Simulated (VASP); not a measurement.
The input files of a VASP run:

KPOINTS:
```
kpoints
0
gamma
  10 10 10
```

### POSCAR
```
VN
2.070
  0.0000000000   1.0000000000   1.0000000000
  1.0000000000   0.0000000000   1.0000000000
  1.0000000000   1.0000000000   0.0000000000
V N
1 1
direct
  0.0000000000   0.0000000000   0.0000000000
  0.5000000000   0.5000000000   0.5000000000
```

INCAR:
```
SYSTEM = VN
PREC = Accurate
ENCUT = 520
EDIFF = 1E-6
NELM = 100
ALGO = Normal
LREAL = .FALSE.
LASPH = .TRUE.
ISMEAR = 1
SIGMA = 0.1
GGA = PE
LMAXMIX = 4
LWAVE = .FALSE.
LCHARG = .FALSE.
ISIF = 2
```

POTCAR, in this order: V_sv N (PBE.64 set). Program: vasp_std.

Problem. Write an equivalent input for Ansatz.

Solution. One equivalent input (not run):
Ansatz 0.2 input:
```yaml
crystal:
  lattice:
    - [0.0000000, 2.0700000, 2.0700000]
    - [2.0700000, 0.0000000, 2.0700000]
    - [2.0700000, 2.0700000, 0.0000000]
  atoms:
    - { symbol: V, position: [0.0000000, 0.0000000, 0.0000000] }
    - { symbol: N, position: [0.5000000, 0.5000000, 0.5000000] }
kpoints:
  mp_grid: { grid: [10, 10, 10] }
hamiltonian:
  xc: pbe
  pseudopotentials: { kind: paw }
scf:
  occupations: { method: methfessel_paxton, width: 0.1 }
  max_iter: 100
output: { forces: true, stress: true, eigenvalues: true }
```
What does not carry over: each code has its own PAW files, so the cut-off isn't converted (ENCUT is set for VASP's; basis.ecutwfc is left out, and Ansatz then takes the one that its files recommend); Ansatz stops its SCF on the density residual and VASP on the energy change (EDIFF).

The compound is VN in the rock salt structure, which distorts at low temperature. The cell was not relaxed at this level. The run is one of a series of settings (KPOINTS 10×10×10 Γ-centred mesh against the base run), some of them coarse on purpose.
